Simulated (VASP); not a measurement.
Consider the following.

```xyz
4
Lattice="4.6400 0.0000 0.0000 -2.3200 4.0184 0.0000 0.0000 0.0000 8.2640" Properties=species:S:1:pos:R:3 pbc="T T T"
Tl     0.0000     0.0000     0.0000
Tl     0.0000     0.0000     4.1320
Br     0.0000     2.6789     2.0660
Br     2.3200     1.3395     6.1980
```

All values below come from PBE GGA, VASP's PBE PAW potentials (set 64) (plane waves; VASP). Settings: 400 eV cut-off, Gaussian smearing of 0.050 eV, potentials Tl_d Br.

Unless said otherwise, spin-orbit coupling is left out, though it shifts the bands of the heavy elements here.

Q: Give the energies of bands 13 to 23 at the high-symmetry points, in eV from the valence-band maximum.

A: 
```
band      Γ      M      K      A      L      H
----  -----  -----  -----  -----  -----  -----
13    -5.30  -5.15  -5.17  -4.94  -4.78  -4.71
14    -4.48  -4.04  -3.78  -4.94  -4.78  -4.71
15    -1.83  -2.76  -2.47  -1.47  -2.02  -2.58
16    -1.54  -2.50  -2.23  -1.47  -2.02  -2.58
17    -1.54  -2.00  -2.23  -1.47  -1.75  -1.64
18    -1.40  -1.47  -2.11  -1.47  -1.75  -1.64
19    -1.40  -1.31  -2.11  -1.05  -1.49  -1.11
20     0.00  -0.60  -0.23  -1.05  -1.49  -1.11
21     1.95   2.12   3.69   3.73   3.45   2.71
22     4.83   3.93   3.69   3.73   3.45   2.71
23     4.83   4.08   4.00   4.98   4.31   4.64
```

The gap is direct, 1.95 eV, from the valence maximum at Γ to the conduction minimum at Γ.

The structure was generated: TlBr was put into the NiAs type type (P6_3/mmc), which need not be its known phase. It was relaxed first, which changed the volume by +70 %.
